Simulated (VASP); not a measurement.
Input:

```
Tm
1.0
   -1.93323     1.93323     1.93323
    1.93323    -1.93323     1.93323
    1.93323     1.93323    -1.93323
Tm
1
Cartesian
  0.00000   0.00000   0.00000
```

These are PBEsol GGA, VASP's PBE PAW potentials (set 64) (plane waves; VASP) values and carry that method's errors. Run with 400 eV cut-off, 12×12×12 Γ-centred mesh, first-order Methfessel-Paxton smearing of 0.10 eV, potentials Tm_3.

The 4f electrons are frozen in the core of the lanthanide potential, so 4f levels, which can set the real gap, and their magnetism are missing.

What does the run give for the energy per atom (σ→0), band gap (on the k-mesh) with the smallest direct gap where there is one?

```yaml
band gap (on the k-mesh): none (metal, semimetal or under 0.01 eV)
energy per atom (σ→0): -4.751 eV/atom
```

Total energies compare only between runs with the same potentials, cut-off and functional.

The structure was generated: Tm was put into the bcc type (Im-3m), which need not be its known phase. It was relaxed first. The start is the result of an earlier pass.
